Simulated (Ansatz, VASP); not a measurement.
# One calculation of NaSc, two programs

```
CELL_PARAMETERS angstrom
3.26193 0.00000 0.00000
-1.63096 2.82491 0.00000
0.00000 0.00000 6.09771
ATOMIC_POSITIONS crystal
Na 0.00000 0.00000 0.50000
Sc 0.33333 0.66667 0.00000
```

Change from the starting cell: species swapped into the MgAl type (P-6m2, No. 187).

Alike in both runs: functional PBE; k mesh 18 × 18 × 10; occupations gaussian, width 0.1 eV; no spin polarisation.

Ansatz relaxed the structure, and its values are those at the end. VASP's run is a single point on that final structure, the one shown.

|  | VASP | Ansatz |
| --- | --- | --- |
| version | VASP 6.6.1 | Ansatz 0.2.0 |
| potentials or method | VASP PAW PBE potentials, release 64 (Na_pv, Sc_sv) | scalar-relativistic, plane waves, PAW |
| plane-wave cutoff (eV) | 520 | 420 |
| valence electrons in the cell | 18 | 20 |

|  | VASP | Ansatz | Ansatz less VASP |
| --- | --- | --- | --- |
| gap on the k mesh at the Fermi level (eV) | none | none | - |
| pressure (GPa) | 0.0 | 0.0 | -0.01 |

A gap of «none» marks a metal or a gap that the smearing closes. The two sets of potentials don't hold the same shells in valence.
